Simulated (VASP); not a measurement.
Elastic constants (GPa) of a crystal from PBE GGA, VASP's PBE PAW potentials (set 64) in VASP 6.6.1:

|  | xx | yy | zz | yz | xz | xy |
|---|---|---|---|---|---|---|
| xx | 84.9 | 12.2 | 12.2 | 0.0 | 0.0 | 0.0 |
| yy | 12.2 | 84.9 | 12.2 | 0.0 | 0.0 | 0.0 |
| zz | 12.2 | 12.2 | 84.9 | 0.0 | 0.0 | 0.0 |
| yz | 0.0 | 0.0 | 0.0 | 49.1 | 0.0 | 0.0 |
| xz | 0.0 | 0.0 | 0.0 | 0.0 | 49.1 | 0.0 |
| xy | 0.0 | 0.0 | 0.0 | 0.0 | 0.0 | 49.1 |

Question: Work out the Voigt, Reuss and Hill moduli, Young's modulus and Poisson's ratio.

Answer: All eigenvalues are positive (smallest 49.1 GPa), so the crystal is stable. K_V = (C11+C22+C33+2(C12+C13+C23))/9 = (254.7 + 2×36.6)/9 = 36.4 GPa; G_V = (254.7 − 36.6 + 3×147.3)/15 = 44.0 GPa. From the compliances, K_R = 36.4 GPa and G_R = 43.1 GPa. Hill: K = 36.4 GPa, G = 43.5 GPa, E = 9KG/(3K+G) = 93.4 GPa, ν = (3K−2G)/(2(3K+G)) = 0.073. K/G = 0.84, below Pugh's 1.75; universal anisotropy A^U = 0.11.

Question: With a density of 0.83 g/cm³, what are the mean sound speeds?

Answer: v_l = √((K+4G/3)/ρ) = 10.70 km/s and v_t = √(G/ρ) = 7.26 km/s. The crystal is LiH (rock salt), cubic.

The compound is LiH in the rock salt structure. It was relaxed first, which changed the volume by -6 %.
